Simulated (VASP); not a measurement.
Crystal: HfRe.

```
Hf Re
1.0
     2.82520    0.00000    0.00000
    -1.41260    2.44669    0.00000
     0.00000    0.00000    5.64304
Hf Re
1 1
Direct
  0.00000 0.00000 0.00000
  0.00000 0.00000 0.50000
```

The cell was built by a generator and needn't be a form met in nature.

- Program: VASP 6.6.1
- Task: relaxation of cell and atoms
- Functional: r2SCAN
- Potentials or basis: VASP PAW PBE potentials, release 64 (Hf_pv, Re)
- Cutoff: 600 eV
- k mesh: 11 × 11 × 5
- Occupations: methfessel-paxton, width 0.1 eV
- Spin: no spin polarisation

At the start: pressure -8.5 GPa; volume 19.50 Å³/atom.

Question: Where does the relaxation end?

Answer: Over 10 steps the energy falls by 70.8 meV/atom and the volume is 18.41 Å³/atom (-5.6 %); space group P6/mmm (No. 191, to 0.05 Å).

Step by step:
| step | energy change (eV) | largest force (eV/Å) | pressure (GPa) | volume (Å³) |
| --- | --- | --- | --- | --- |
| 1 | 0.0000 | 0.0000 | -8.51 | 39.01 |
| 2 | 0.2044 | 0.0000 | 24.27 | 33.31 |
| 3 | -0.1373 | 0.0000 | 1.00 | 36.65 |
| 4 | -0.1377 | 0.0000 | 1.46 | 36.55 |
| 5 | -0.1377 | 0.0000 | 1.68 | 36.50 |
| 6 | -0.1351 | 0.0000 | -1.82 | 37.21 |
| 7 | -0.1416 | 0.0000 | 0.09 | 36.81 |
| 8 | -0.1416 | 0.0000 | 0.10 | 36.80 |
| 9 | -0.1416 | 0.0000 | -0.06 | 36.84 |
| 10 | -0.1416 | 0.0000 | 0.00 | 36.82 |

Final structure:
```cif
data_structure
_symmetry_space_group_name_H-M 'P 1'
_symmetry_Int_Tables_number 1
_cell_length_a 2.8215
_cell_length_b 2.8215
_cell_length_c 5.3408
_cell_angle_alpha 90.000
_cell_angle_beta 90.000
_cell_angle_gamma 120.000
_cell_volume 36.82
loop_
_atom_site_label
_atom_site_type_symbol
_atom_site_fract_x
_atom_site_fract_y
_atom_site_fract_z
_atom_site_occupancy
Hf1 Hf 0.00000 0.00000 0.00000 1
Re1 Re 0.00000 0.00000 0.50000 1
```

Caveat: the PAW data sets were made with another functional, which shifts forces and pressure a little.
